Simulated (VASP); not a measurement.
Computed with PBE GGA, VASP's PBE PAW potentials (set 64) (plane waves; VASP).

The input files of a VASP run:

**POSCAR**
```
Mg
1
    1.5906570000    -2.8205470000     0.0000000000
    1.5906570000     2.8205470000     0.0000000000
    0.0000000000     0.0000000000     5.1992980000
Mg
2
Direct
  0.3333330000   0.6666670000   0.2500000000
  0.6813880000   0.3480540000   0.7500000000
```

KPOINTS:
```
Automatic
0
gamma
 12 12 7
0 0 0
```

**INCAR**
```
EDIFF  =  1E-2   # SCF stop (eV)
NELM  =  100   # most electronic steps
LREAL  =  .FALSE.   # projection in real space or not
ENCUT  =  400
LWAVE  =  .FALSE.
SIGMA  =  0.1
ALGO  =  Normal   # blocked Davidson
LCHARG  =  .FALSE.
GGA  =  PE   # PBE
ISIF  =  2
SYSTEM  =  Mg
PREC  =  Accurate
ISMEAR  =  1
LASPH  =  .TRUE.
```

POTCAR, in this order: Mg (PBE.64 set). Program: vasp_std.

Output

File OUTCAR:
```
 ion  position               nearest neighbor table
   1  0.333  0.667  0.250-   2 3.17   2 3.17   2 3.21   2 3.21   2 3.21   2 3.21
   2  0.681  0.348  0.750-   1 3.17   1 3.17   1 3.21   1 3.21   1 3.21   1 3.21
  LATTYP: Found a base centered orthorhombic cell.
 ALAT       =     3.1813140000
 B/A-ratio  =     1.7731962328
 C/A-ratio  =     1.6343240560
 Subroutine PRICEL returns:
 Original cell was already a primitive cell.
 Subroutine GETGRP returns: Found  4 space group operations
The static configuration has the point symmetry C_1 .
 The point group associated with its full space group is C_2h.
The dynamic configuration has the point symmetry C_1 .
 Subroutine INISYM returns: Found  4 space group operations
 Subroutine IBZKPT returns following result:
 Found    296 irreducible k-points:

 Following reciprocal coordinates:
            Coordinates               Weight
  0.000000  0.000000  0.000000      1.000000
  0.083333 -0.000000  0.000000      2.000000
 -0.000000  0.083333  0.000000      2.000000
  0.166667 -0.000000  0.000000      2.000000
 -0.000000  0.166667  0.000000      2.000000
  0.250000 -0.000000  0.000000      2.000000
 -0.000000  0.250000  0.000000      2.000000
  0.333333 -0.000000  0.000000      2.000000
 -0.000000  0.333333  0.000000      2.000000
  0.416667 -0.000000  0.000000      2.000000
 -0.000000  0.416667  0.000000      2.000000
  0.500000 -0.000000  0.000000      1.000000
 -0.000000  0.500000  0.000000      1.000000
  0.083333  0.083333  0.000000      2.000000
  0.166667  0.083333  0.000000      2.000000
  0.083333  0.166667  0.000000      2.000000
  0.250000  0.083333  0.000000      2.000000
  0.083333  0.250000  0.000000      2.000000
  0.333333  0.083333  0.000000      2.000000
  0.083333  0.333333  0.000000      2.000000
  0.416667  0.083333  0.000000      2.000000
  0.083333  0.416667  0.000000      2.000000
  0.500000  0.083333  0.000000      2.000000
  0.083333  0.500000  0.000000      2.000000
 -0.416667  0.083333  0.000000      2.000000
  0.083333 -0.416667  0.000000      2.000000
 -0.333333  0.083333  0.000000      2.000000
  0.083333 -0.333333  0.000000      2.000000
 -0.250000  0.083333  0.000000      2.000000
  0.083333 -0.250000  0.000000      2.000000
 -0.166667  0.083333  0.000000      2.000000
  0.083333 -0.166667  0.000000      2.000000
 -0.083333  0.083333  0.000000      2.000000
  0.166667  0.166667  0.000000      2.000000
  0.250000  0.166667  0.000000      2.000000
  0.166667  0.250000  0.000000      2.000000
  0.333333  0.166667  0.000000      2.000000
  0.166667  0.333333  0.000000      2.000000
  0.416667  0.166667  0.000000      2.000000
  0.166667  0.416667  0.000000      2.000000
   k-points           NKPTS =    296   k-points in BZ     NKDIM =    296   number of bands    NBANDS=      6
   number of dos      NEDOS =    301   number of ions     NIONS =      2
   total plane-waves  NPLWV =  20736
   dimension x,y,z NGX =    24 NGY =   24 NGZ =   36
   dimension x,y,z NGXF=    48 NGYF=   48 NGZF=   72
   ions per type =               2
   PREC   = accura    normal or accurate (medium, high low for compatibility)
   ISTART =      0    job   : 0-new  1-cont  2-samecut
   ICHARG =      2    charge: 1-file 2-atom 10-const
   ISPIN  =      1    spin polarized calculation?
   LNONCOLLINEAR =      F non collinear calculations
   LSORBIT =      F    spin-orbit coupling
   INIWAV =      1    electr: 0-lowe 1-rand  2-diag
   ENCUT  =  400.0 eV  29.40 Ry    5.42 a.u.   5.28  5.28  8.48*2*pi/ulx,y,z
   NELM   =    100;   NELMIN=  2; NELMDL= -5     # of ELM steps
   EDIFF  = 0.1E-01   stopping-criterion for ELM
...
```

File OSZICAR:
```
       N       E                     dE             d eps       ncg     rms          rms(c)
DAV:   1    -0.606465913189E+00   -0.60647E+00   -0.11219E+03  3558   0.381E+02
DAV:   2    -0.300383011439E+01   -0.23974E+01   -0.22923E+01  4812   0.250E+01
DAV:   3    -0.302209320363E+01   -0.18263E-01   -0.17953E-01  4896   0.286E+00
DAV:   4    -0.302215047121E+01   -0.57268E-04   -0.57267E-04  4800   0.133E-01
DAV:   5    -0.302215106419E+01   -0.59298E-06   -0.59312E-06  3246   0.957E-03    0.966E-01
DAV:   6    -0.301623839325E+01    0.59127E-02   -0.62916E-04  2208   0.280E-01
   1 F= -.30162384E+01 E0= -.30159167E+01  d E =-.965083E-03
```

**OUTCAR**
```
------------------------ aborting loop because EDIFF is reached ----------------------------------------
  FORCE on cell =-STRESS in cart. coord.  units (eV):
  Direction    XX          YY          ZZ          XY          YZ          ZX
  --------------------------------------------------------------------------------------
  Total       -0.2182106     -0.4379745     -0.4608865     -0.0388047      0.0000000      0.0000000
  in kB       -7.4937955    -15.0409347    -15.8277805     -1.3326321      0.0000000      0.0000000
  external PRESSURE =     -12.7875036 kB  Pullay stress =       0.0000000 kB
  volume of cell :       46.65
      direct lattice vectors                 reciprocal lattice vectors
     1.590657000 -2.820547000  0.000000000     0.314335523 -0.177270579  0.000000000
     1.590657000  2.820547000  0.000000000     0.314335523  0.177270579  0.000000000
     0.000000000  0.000000000  5.199298000     0.000000000  0.000000000  0.192333657
 POSITION                                       TOTAL-FORCE (eV/Angst)
 -----------------------------------------------------------------------------------
      1.59066      0.94018      1.29982         0.031957     -0.018865     -0.000000
      1.63749     -0.94018      3.89947        -0.031957      0.018865      0.000000
 -----------------------------------------------------------------------------------
    total drift:                                0.000000     -0.000000     -0.000000
  FREE ENERGIE OF THE ION-ELECTRON SYSTEM (eV)
  ---------------------------------------------------
  free  energy   TOTEN  =        -3.0162383933 eV

  energy  without entropy=       -3.0152733107  energy(sigma->0) =       -3.01591670
```
(Selected blocks of OUTCAR.)

The compound is Mg in the hcp structure. The cell was not relaxed at this level, atoms are displaced from their ideal sites. The run is one of a series of settings (EDIFF = 1E-2 against the base run), some of them coarse on purpose.
